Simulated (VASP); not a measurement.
Here is the system:

```
CsCl
1.0
    4.20240     0.00000     0.00000
    0.00000     4.20240     0.00000
    0.00000     0.00000     4.20240
Cs Cl
1 1
Direct
  0.00000   0.00000   0.00000
  0.50000   0.50000   0.50000
```

Level of theory: PBE GGA, VASP's PBE PAW potentials (set 64) (plane waves; VASP). Settings: 400 eV cut-off, 1×1×1 Γ-centred mesh, Gaussian smearing of 0.050 eV, potentials Cs_sv Cl.

Problem. Estimate the energy per atom (σ→0), pressure.

Solution. 
The energy per atom (σ→0) is -1.370 eV/atom and the pressure is 16.90 GPa.

Total energies compare only between runs with the same potentials, cut-off and functional.

The compound is CsCl in the CsCl type structure. The cell was not relaxed at this level. The k-mesh is coarse (spacing up to 1.50 per Å, 2π included), so the numbers may not be converged in it. The run is one of a series of settings (KPOINTS 1×1×1 Γ-centred mesh against the base run), some of them coarse on purpose.
